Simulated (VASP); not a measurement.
**Which face does Hf expose?**

Aim: compare the low-index faces of Hf at one level of theory.

Method: r2SCAN; plane waves and PAW (Hf), in VASP 6.6.1.

## Step 1: The structure

It takes space group P6_3/mmc (No. 194, hexagonal). The conventional cell has a = 3.200 Å, b = 3.200 Å, c = 5.062 Å, α = 90.00°, β = 90.00°, γ = 120.00°. Nearest to Hf lie 12 Hf at 3.13 to 3.20 Å.

## Step 2: The bulk reference, job relaxation, k-mesh 14×14×8

The bulk crystal is relaxed first, so that the slabs are cut at this functional's lattice.

Input file INCAR:

```
SYSTEM = Hf
PREC = Accurate
ENCUT = 420
EDIFF = 1E-06
NELM = 120
ISMEAR = 1
SIGMA = 0.15
LREAL = .FALSE.
ALGO = Normal
METAGGA = R2SCAN
LASPH = .TRUE.
NBANDS = 10
LORBIT = 11
LWAVE = .FALSE.
LCHARG = .FALSE.
KPAR = 4
IBRION = 2
NSW = 30
ISIF = 3
EDIFFG = -0.01
POTIM = 0.4
```

Input file POSCAR:

```
Hf
1.0
    3.2000000000      0.0000000000      0.0000000000
   -1.6000000000      2.7712812921      0.0000000000
    0.0000000000      0.0000000000      5.0624000000
Hf
2
Direct
    0.0000000000      0.0000000000      0.0000000000
    0.3333333333      0.6666666667      0.5000000000
```

Input file KPOINTS:

```
Automatic mesh
0
Gamma
14 14 8
0 0 0
```

PAW data sets: Hf (PBE family, release 64).

Run with:

```console
$ mpirun -np 4 vasp_std
```

What it wrote:

```text
[banner, memory and clock lines left out]
running    4 mpi-ranks, on    1 nodes
 distrk:  each k-point on    1 cores,    4 groups
 distr:  one band on    1 cores,    1 groups

 POSCAR found type information on POSCAR Hf
 POSCAR found :  1 types and       2 ions
|                                                                             |
|               ----> ADVICE to this user running VASP <----                  |
|                                                                             |
|     You enforced a specific xc type in the INCAR file but a different       |
|     [... a line on the potential file left out ...]
|     I HOPE YOU KNOW WHAT YOU ARE DOING!                                     |
|                                                                             |

 LDA part: xc-table for (None), standard interpolation
 POSCAR, INCAR and KPOINTS ok, starting setup
 FFT: planning ... GRIDC
 FFT: planning ... GRID_SOFT
 FFT: planning ... GRID
 WAVECAR not read
 entering main loop
       N       E                     dE             d eps       ncg     rms          rms(c)
DAV:   1    -0.713509142897E+02   -0.71351E+02   -0.27530E+03  2400   0.553E+02
DAV:   2    -0.889638316153E+02   -0.17613E+02   -0.17167E+02  3904   0.758E+01
DAV:   3    -0.895146716216E+02   -0.55084E+00   -0.54358E+00  3356   0.122E+01
DAV:   4    -0.895196234904E+02   -0.49519E-02   -0.49460E-02  3672   0.117E+00
DAV:   5    -0.895196435288E+02   -0.20038E-04   -0.20034E-04  3318   0.620E-02    0.104E+01
DAV:   6    -0.903744664069E+02   -0.85482E+00   -0.28763E-01  2694   0.304E+00    0.625E+00
DAV:   7    -0.902284235523E+02    0.14604E+00   -0.44613E-01  2762   0.373E+00    0.188E+00
DAV:   8    -0.902359923215E+02   -0.75688E-02   -0.31308E-02  2742   0.103E+00    0.927E-01
DAV:   9    -0.902294376645E+02    0.65547E-02   -0.14544E-02  2816   0.671E-01    0.909E-02
DAV:  10    -0.902295135314E+02   -0.75867E-04   -0.18756E-04  3956   0.675E-02    0.650E-02
DAV:  11    -0.902295247919E+02   -0.11261E-04   -0.46648E-05  3348   0.348E-02    0.429E-02
DAV:  12    -0.902295251252E+02   -0.33333E-06   -0.62053E-06  3232   0.133E-02
   1 F= -.90229525E+02 E0= -.90229918E+02  d E =-.902295E+02
 curvature:   0.00 expect dE= 0.000E+00 dE for cont linesearch  0.000E+00
 trial: gam= 0.00000 g(F)=  0.270E-46 g(S)=  0.384E-01 ort = 0.000E+00 (trialstep = 0.100E+01)
 search vector abs. value=  0.384E-01
 bond charge predicted
       N       E                     dE             d eps       ncg     rms          rms(c)
DAV:   1    -0.902288233609E+02    0.70143E-03   -0.53725E-01  2400   0.555E+00    0.121E+00
DAV:   2    -0.902338770128E+02   -0.50537E-02   -0.69957E-03  2808   0.564E-01    0.718E-01
DAV:   3    -0.902328717860E+02    0.10052E-02   -0.13445E-03  2926   0.153E-01    0.512E-02
DAV:   4    -0.902328744245E+02   -0.26385E-05   -0.17813E-05  3844   0.271E-02    0.246E-02
DAV:   5    -0.902328770033E+02   -0.25788E-05   -0.12036E-05  3700   0.132E-02    0.845E-03
DAV:   6    -0.902328770046E+02   -0.13270E-08   -0.11062E-06  1618   0.451E-03
   2 F= -.90232877E+02 E0= -.90233878E+02  d E =-.335188E-02
[...]
3 F= -.90240294E+02 E0= -.90241028E+02  d E =-.107687E-01
[...]
4 F= -.90240290E+02 E0= -.90241018E+02  d E =-.107650E-01
[...]
5 F= -.90240518E+02 E0= -.90241306E+02  d E =-.228137E-03
[...]
6 F= -.90240467E+02 E0= -.90241332E+02  d E =-.177187E-03
 curvature:   0.31 expect dE= 0.407E-04 dE for cont linesearch  0.374E-04
 ZBRENT: interpolating
 opt :   1.3998  next Energy=   -90.240554 (dE=-0.263E-03)
 bond charge predicted
       N       E                     dE             d eps       ncg     rms          rms(c)
DAV:   1    -0.902405575250E+02   -0.90642E-04   -0.52772E-03  2416   0.450E-01    0.186E-02
DAV:   2    -0.902405490937E+02    0.84313E-05   -0.36938E-05  3782   0.315E-02    0.873E-03
DAV:   3    -0.902405481951E+02    0.89859E-06   -0.30403E-06  3272   0.905E-03
   7 F= -.90240548E+02 E0= -.90241368E+02  d E =-.258032E-03
 curvature:  -0.29 expect dE=-0.241E-05 dE for cont linesearch -0.311E-06
 trial: gam= 0.06729 g(F)=  0.106E-47 g(S)=  0.832E-05 ort =-0.200E-04 (trialstep = 0.101E+01)
 search vector abs. value=  0.732E-05
 reached required accuracy - stopping structural energy minimisation
```

It took 2 min on 4 MPI ranks of Intel Xeon Platinum 8259CL at 2.50GHz (Skylake/Cascade Lake), shared host; peak memory 0.71 GiB; 7 min of CPU time.

The logs omit lines about the potential files and the build; timing stands in the text.

Parts of OUTCAR (step 2):

```text
ion  position               nearest neighbor table
   1  0.000  0.000  0.000-   2 3.13   2 3.13   2 3.13   2 3.13   2 3.13   2 3.13
   2  0.333  0.667  0.500-   1 3.13   1 3.13   1 3.13   1 3.13   1 3.13   1 3.13

  LATTYP: Found a hexagonal cell.
 ALAT       =     3.2000000000
 C/A-ratio  =     1.5820000000

 Subroutine GETGRP returns: Found 24 space group operations
 (whereof 12 operations were pure point group operations)

The static configuration has the point symmetry D_3h.
 The point group associated with its full space group is D_6h.

 Found    120 irreducible k-points:

   k-points           NKPTS =    120   k-points in BZ     NKDIM =    120   number of bands    NBANDS=     10

   dimension x,y,z NGX =    24 NGY =   24 NGZ =   36
   dimension x,y,z NGXF=    48 NGYF=   48 NGZF=   72

   ENCUT  =  420.0 eV  30.87 Ry    5.56 a.u.   5.35  5.35  8.46*2*pi/ulx,y,z

   NELECT =       8.0000    total number of electrons

 k-points in reciprocal lattice and weights: Automatic mesh
   0.00000000  0.00000000  0.00000000       0.001
   0.07142857  0.00000000  0.00000000       0.004
   0.14285714  0.00000000  0.00000000       0.004
   0.21428571  0.00000000  0.00000000       0.004
   0.28571429  0.00000000  0.00000000       0.004
   0.35714286  0.00000000  0.00000000       0.004
   0.42857143  0.00000000  0.00000000       0.004
   0.50000000  0.00000000  0.00000000       0.002
   0.07142857  0.07142857  0.00000000       0.004
[...]
0.28571429  0.28571429  0.50000000       0.004
   0.35714286  0.28571429  0.50000000       0.004

 average (electrostatic) potential at core
       1 -41.0130       2 -41.0130

 E-fermi :   5.3179

 k-point     1 :       0.0000    0.0000    0.0000
  band No.  band energies     occupation
      1      -2.4713      2.00000
      2       1.4257      2.00000
      3       5.9379     -0.00000
      4       6.5945     -0.00000
      5       6.5945     -0.00000
      6       6.9960     -0.00000
      7       7.5077     -0.00000
    ...

 k-point     2 :       0.0714    0.0000    0.0000
  band No.  band energies     occupation
      1      -2.3105      2.00000
      2       1.5813      2.00000
      3       5.7241     -0.00087
      4       6.1766     -0.00000
      5       6.7472     -0.00000
      6       7.2791     -0.00000
      7       7.3625     -0.00000
    ...

 k-point     3 :       0.1429    0.0000    0.0000
  band No.  band energies     occupation
      1      -1.8440      2.00000
      2       2.0104      2.00000
      3       5.1792      2.03087
      4       5.5261     -0.06439
      5       6.8845     -0.00000
      6       7.1991     -0.00000
      7       7.5381     -0.00000
      8       7.6356     -0.00000
    ...

  Total       -0.0140148     -0.0140148     -0.0061791      0.0000000      0.0000000     -0.0000000
  in kB       -0.5128007     -0.5128007     -0.2260923      0.0000000      0.0000000     -0.0000000
  external PRESSURE =      -0.4172312 kB  Pullay stress =       0.0000000 kB

  energy-cutoff  :      420.00
  volume of cell :       43.79
      direct lattice vectors                 reciprocal lattice vectors
     3.181328584  0.000000000 -0.000000000     0.314334082  0.181480867  0.000000000
    -1.590664292  2.755111371  0.000000000    -0.000000000  0.362961734 -0.000000000
    -0.000000000  0.000000000  4.995761767     0.000000000 -0.000000000  0.200169673

 POSITION                                       TOTAL-FORCE (eV/Angst)
 -----------------------------------------------------------------------------------
      0.00000      0.00000      0.00000         0.000000     -0.000000     -0.000000
     -0.00000      1.83674      2.49788        -0.000000      0.000000      0.000000
 -----------------------------------------------------------------------------------
    total drift:                               -0.000000      0.000000     -0.000000

  FREE ENERGIE OF THE ION-ELECTRON SYSTEM (eV)
  ---------------------------------------------------
  free  energy   TOTEN  =       -90.2405481951 eV

  energy  without entropy=      -90.2430064451  energy(sigma->0) =      -90.24136761

 reached required accuracy - stopping structural energy minimisation

 total charge
# of ion       s       p       d       tot
------------------------------------------
    1        0.556   0.521   1.990   3.067
    2        0.556   0.521   1.990   3.067
--------------------------------------------------
tot          1.113   1.042   3.979   6.134

[... 3 further parts left out ...]
```

CONTCAR:

```
Hf
   1.00000000000000
     3.1813285835311338    0.0000000000000000   -0.0000000000000000
    -1.5906642917655669    2.7551113711135020    0.0000000000000000
    -0.0000000000000000    0.0000000000000000    4.9957617673771608
  Hf
     2
Direct
     0.0000000000000000    0.0000000000000000    0.0000000000000000
     0.3333333332999970    0.6666666667000030    0.5000000000000000
```

The PAW data sets were made with PBE, which is usual practice but a small mismatch for other functionals. The data set Hf keeps the semicore shell frozen, which is cheaper and a little less accurate. The run keeps the 24 symmetry operations of its start, so it cannot find a distortion of lower symmetry.

The steps of the relaxation:

```tsv
step	energy less that of the first step (eV)	largest force (eV/Å)	pressure (GPa)	volume (Å³)
1	0.0000	0.0000	-2.87	44.89
2	-0.0034	0.0000	2.68	42.83
3	-0.0108	0.0000	0.06	43.75
4	-0.0108	0.0000	0.00	43.77
5	-0.0110	0.0000	-0.03	43.78
6	-0.0109	0.0000	-0.06	43.80
7	-0.0110	0.0000	-0.04	43.79
```

```tsv
conventional cell, symmetrised	before	after	change
a (Å)	3.200	3.181	-0.6 %
b (Å)	3.200	3.181	-0.6 %
c (Å)	5.062	4.996	-1.3 %
volume (Å³/atom)	22.45	21.89	-2.5 %
```

The relaxed structure:

```xyz
2
Lattice="3.1813 0.0000 0.0000 -1.5907 2.7551 0.0000 0.0000 0.0000 4.9958" Properties=species:S:1:pos:R:3 pbc="T T T"
Hf    0.0000    0.0000    0.0000
Hf    0.0000    1.8367    2.4979
```

This step gave:

* electronic cycles: 36
* electrons: 8
* free energy (TOTEN): -90.2405 eV
* energy at zero smearing: -90.2414 eV
* Fermi energy: 5.318 eV
* metallic: yes

The run ended after 7 ionic steps, 0.011 eV below its first step, once forces and stress met EDIFFG = -0.01.

Energy at zero smearing: -90.24137 eV.

## Step 3: The bulk reference, job self-consistent run, k-mesh 17×17×9

Input file INCAR:

```
SYSTEM = Hf
PREC = Normal
ENCUT = 320
EDIFF = 1E-06
NELM = 120
ISMEAR = 1
SIGMA = 0.15
LREAL = .FALSE.
ALGO = Normal
METAGGA = R2SCAN
LASPH = .TRUE.
NBANDS = 10
LORBIT = 11
LWAVE = .FALSE.
LCHARG = .FALSE.
KPAR = 4
```

Input file POSCAR:

```
Hf
1.0
    3.1813285835      0.0000000000      0.0000000000
   -1.5906642918      2.7551113711      0.0000000000
    0.0000000000      0.0000000000      4.9957617674
Hf
2
Direct
    0.0000000000      0.0000000000      0.0000000000
    0.3333333333      0.6666666667      0.5000000000
```

Input file KPOINTS:

```
Automatic mesh
0
Gamma
17 17 9
0 0 0
```

Run with:

```console
$ mpirun -np 4 vasp_std
```

What it wrote:

```text
[banner, memory and clock lines left out]
running    4 mpi-ranks, on    1 nodes
 distrk:  each k-point on    1 cores,    4 groups
 distr:  one band on    1 cores,    1 groups

 POSCAR found type information on POSCAR Hf
 POSCAR found :  1 types and       2 ions
 [... a notice as in an earlier step ...]

 LDA part: xc-table for (None), standard interpolation
 POSCAR, INCAR and KPOINTS ok, starting setup
 FFT: planning ... GRIDC
 FFT: planning ... GRID_SOFT
 FFT: planning ... GRID
 WAVECAR not read
 entering main loop
       N       E                     dE             d eps       ncg     rms          rms(c)
DAV:   1    -0.739501214946E+02   -0.73950E+02   -0.23456E+03  3300   0.436E+02
DAV:   2    -0.890394254567E+02   -0.15089E+02   -0.14657E+02  5280   0.677E+01
DAV:   3    -0.895049465068E+02   -0.46552E+00   -0.46069E+00  4630   0.110E+01
DAV:   4    -0.895094443881E+02   -0.44979E-02   -0.44933E-02  5110   0.109E+00
DAV:   5    -0.895094628015E+02   -0.18413E-04   -0.18410E-04  4476   0.546E-02    0.112E+01
DAV:   6    -0.903826682264E+02   -0.87321E+00   -0.29311E-01  3634   0.301E+00    0.672E+00
DAV:   7    -0.902407186433E+02    0.14195E+00   -0.40506E-01  3804   0.354E+00    0.188E+00
DAV:   8    -0.902472034358E+02   -0.64848E-02   -0.24915E-02  3782   0.916E-01    0.865E-01
DAV:   9    -0.902419168566E+02    0.52866E-02   -0.11781E-02  3882   0.591E-01    0.946E-02
DAV:  10    -0.902419863449E+02   -0.69488E-04   -0.17811E-04  5606   0.631E-02    0.627E-02
DAV:  11    -0.902419991118E+02   -0.12767E-04   -0.45957E-05  4910   0.325E-02    0.495E-02
DAV:  12    -0.902419990759E+02    0.35928E-07   -0.87555E-06  4788   0.144E-02
   1 F= -.90241999E+02 E0= -.90242488E+02  d E =0.146659E-02
```

Elapsed: 20 s, on 4 MPI ranks; peak memory 0.53 GiB.

OUTCAR, selected parts (step 3):

```text
  LATTYP: Found a hexagonal cell.
 ALAT       =     3.1813285835
 C/A-ratio  =     1.5703381893

 Found    165 irreducible k-points:

   k-points           NKPTS =    165   k-points in BZ     NKDIM =    165   number of bands    NBANDS=     10

   dimension x,y,z NGX =    14 NGY =   14 NGZ =   24
   dimension x,y,z NGXF=    28 NGYF=   28 NGZF=   48

   ENCUT  =  320.0 eV  23.52 Ry    4.85 a.u.   4.64  4.64  7.29*2*pi/ulx,y,z

   NELECT =       8.0000    total number of electrons

 E-fermi :   5.3253

 k-point     1 :       0.0000    0.0000    0.0000
  band No.  band energies     occupation
      1      -2.4712      2.00000
      2       1.4263      2.00000
      3       5.9391     -0.00000
      4       6.5944     -0.00000
      5       6.5944     -0.00000
      6       6.9968     -0.00000
      7       7.5072     -0.00000
    ...

 k-point     2 :       0.0588    0.0000    0.0000
  band No.  band energies     occupation
      1      -2.3619      2.00000
      2       1.5324      2.00000
      3       5.7921     -0.00010
      4       6.2806     -0.00000
      5       6.6981     -0.00000
      6       7.2331     -0.00000
      7       7.3900     -0.00000
    ...

  Total       -0.0428088     -0.0428088      0.0520375      0.0000000      0.0000000      0.0000000
  in kB       -1.5663710     -1.5663710      1.9040451      0.0000000      0.0000000      0.0000000
  external PRESSURE =      -0.4095656 kB  Pullay stress =       0.0000000 kB

  energy-cutoff  :      320.00
  volume of cell :       43.79
      direct lattice vectors                 reciprocal lattice vectors
     3.181328584  0.000000000  0.000000000     0.314334082  0.181480867  0.000000000
    -1.590664292  2.755111371  0.000000000     0.000000000  0.362961734  0.000000000
     0.000000000  0.000000000  4.995761767     0.000000000  0.000000000  0.200169673

 POSITION                                       TOTAL-FORCE (eV/Angst)
 -----------------------------------------------------------------------------------
      0.00000      0.00000      0.00000         0.000000     -0.000000      0.000000
     -0.00000      1.83674      2.49788        -0.000000      0.000000      0.000000
 -----------------------------------------------------------------------------------
    total drift:                                0.000000     -0.000000      0.000000

  FREE ENERGIE OF THE ION-ELECTRON SYSTEM (eV)
  ---------------------------------------------------
  free  energy   TOTEN  =       -90.2419990759 eV

  energy  without entropy=      -90.2434656668  energy(sigma->0) =      -90.24248794

 total charge
# of ion       s       p       d       tot
------------------------------------------
    1        0.557   0.523   1.997   3.076
    2        0.557   0.523   1.997   3.076
--------------------------------------------------
tot          1.114   1.045   3.993   6.152

[... 2 parts as in an earlier step ...]

[... 7 further parts left out ...]
```

Numbers from this step:

| Item | Value |
| --- | --- |
| electronic cycles | 12 |
| free energy (TOTEN) | -90.2420 eV |
| energy at zero smearing | -90.2425 eV |
| Fermi energy | 5.325 eV |

Energy at zero smearing: -90.24249 eV.

The run ends at a pressure of -0.04 GPa.

(Part 1 of 5 ends here.)

[Lines on the potential files, build, host, timing and source positions are cut from VASP's logs without a mark.]

[Logs are printed without paths, hosts, clocks, repeated set-up lines and the standing remarks that a program may print on its own settings, such as how far it seeks lower states.]

[Hosts, paths, dates, database ids (printed as entryN), source tags and the programs' standing remarks are cut or masked in the printed files.]

[Runs that stopped without an error message from VASP are left out.]
